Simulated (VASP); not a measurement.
BiB:

```
CELL_PARAMETERS angstrom
0.00000 2.62683 2.62683
2.62683 0.00000 2.62683
2.62683 2.62683 0.00000
ATOMIC_POSITIONS crystal
B 0.00000 0.00000 0.00000
Bi 0.50000 0.50000 0.50000
```

The cell was built by a generator and needn't be a form met in nature.

Base run:

```yaml
Program: VASP 6.6.1
Functional: HSE06
Potentials_or_basis: VASP PAW PBE potentials, release 64 (B, Bi_d)
Cutoff: 520 eV
k_mesh: 6 × 6 × 6
Occupations: fermi-dirac, width 0.02 eV
Spin: no spin polarisation
```

Its results: band gap on the k mesh none (metal or under the smearing width); pressure -1.3 GPa.

Q: The run is repeated on the same cell with these changes: functional from HSE06 to r2SCAN; k mesh from 6 × 6 × 6 to 8 × 8 × 8. What comes out?

A: Band gap on the k mesh none (metal or under the smearing width); pressure 0.0 GPa.

Several settings changed at once, so the effect can't be laid on one alone.

Caveats: the PAW data sets were made with another functional, which shifts forces and pressure a little; spin-orbit coupling is left out, which moves the levels of the heavy elements.
